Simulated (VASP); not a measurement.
The system is Bi2Se3 (Paraguanajuatite).

```
Bi Se
1.0
     2.07150    1.19598    9.54533
    -2.07150    1.19598    9.54533
     0.00000   -2.39196    9.54533
Bi Se
2 3
Direct
  0.40080 0.40080 0.40080
  0.59920 0.59920 0.59920
  0.00000 0.00000 0.00000
  0.21170 0.21170 0.21170
  0.78830 0.78830 0.78830
```

| Quantity | Value |
| --- | --- |
| Program | VASP 6.6.1 |
| Task | relaxation of cell and atoms |
| Functional | PBE |
| Potentials or basis | VASP PAW PBE potentials, release 64 (Bi, Se) |
| Cutoff | 300 eV |
| k mesh | 4 × 4 × 4 |
| Occupations | gaussian, width 0.03 eV |
| Spin | no spin polarisation |

At the start: pressure 2.4 GPa; volume 28.38 Å³/atom.

Where does the relaxation end?

Over 16 steps the energy falls by 15.0 meV/atom and the volume is 31.44 Å³/atom (+10.8 %); space group R-3m (No. 166, to 0.05 Å).

Step by step:
| step | energy change (eV) | largest force (eV/Å) | pressure (GPa) | volume (Å³) |
| --- | --- | --- | --- | --- |
| 1 | 0.0000 | 0.2233 | 2.42 | 141.89 |
| 2 | -0.0204 | 0.3824 | -1.44 | 150.87 |
| 3 | -0.0398 | 0.1660 | 0.04 | 147.06 |
| 4 | -0.0421 | 0.1390 | 0.03 | 147.36 |
| 5 | -0.0467 | 0.1178 | -0.02 | 148.28 |
| 6 | -0.0450 | 0.2612 | -0.09 | 150.12 |
| 7 | -0.0477 | 0.1740 | -0.05 | 148.99 |
| 8 | -0.0496 | 0.1584 | -0.05 | 149.14 |
| 9 | -0.0547 | 0.1101 | -0.03 | 149.60 |
| 10 | -0.0618 | 0.0188 | 0.02 | 150.53 |
| 11 | -0.0649 | 0.1793 | 0.20 | 152.36 |
| 12 | -0.0681 | 0.1589 | 0.10 | 153.35 |
| 13 | -0.0733 | 0.0921 | -0.16 | 156.31 |
| 14 | -0.0739 | 0.0683 | -0.26 | 157.57 |
| 15 | -0.0741 | 0.0494 | 0.26 | 156.89 |
| 16 | -0.0748 | 0.0055 | 0.02 | 157.20 |

Final structure:
```xyz
5
Lattice="2.0941 1.2090 10.3483 -2.0941 1.2090 10.3483 0.0000 -2.4180 10.3483" Properties=species:S:1:pos:R:3 pbc="T T T"
Bi    0.0000    0.0000   12.2876
Bi    0.0000    0.0000   18.7572
Se    0.0000    0.0000    0.0000
Se    0.0000    0.0000    6.8472
Se    0.0000    0.0000   24.1976
```

Caveat: the k mesh is coarse (spacing up to 0.44 Å⁻¹), so the values aren't converged; the volume moved by +11 % from the deposited cell, more than functionals usually miss.
